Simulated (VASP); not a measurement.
Consider the following.

```
CELL_PARAMETERS angstrom
      1.33000    -2.30363     0.00000
      1.33000     2.30363     0.00000
      0.00000     0.00000     4.95000
ATOMIC_POSITIONS crystal
  Zn 0.33333 0.66667 0.25000
  Zn 0.66667 0.33333 0.75000
```

These are LDA (Ceperley-Alder, Perdew-Zunger), VASP's LDA PAW potentials (set 64) (plane waves; VASP) values and carry that method's errors. Run with 520 eV cut-off, 14×14×7 Γ-centred mesh, first-order Methfessel-Paxton smearing of 0.10 eV, potentials Zn.

Energy and stress use the plane-wave basis of the starting cell.

The ions, cell shape and volume are relaxed. Give the cell that the relaxation ends in.

```
CELL_PARAMETERS angstrom
      1.30401    -2.25861     0.00000
      1.30401     2.25861     0.00000
      0.00000     0.00000     4.58547
ATOMIC_POSITIONS crystal
  Zn 0.33333 0.66667 0.25000
  Zn 0.66667 0.33333 0.75000
```
Space group P6_3/mmc (194), at a tolerance of 0.03 Å.

How do energy and volume change from the first to the last step?

The energy (σ→0) changes by -47.4 meV/atom and the volume by -10.9 %, in 14 ionic steps.

The compound is Zn in the hcp structure. This run relaxes it. Symmetry was kept, so distortions that lower it aren't found.
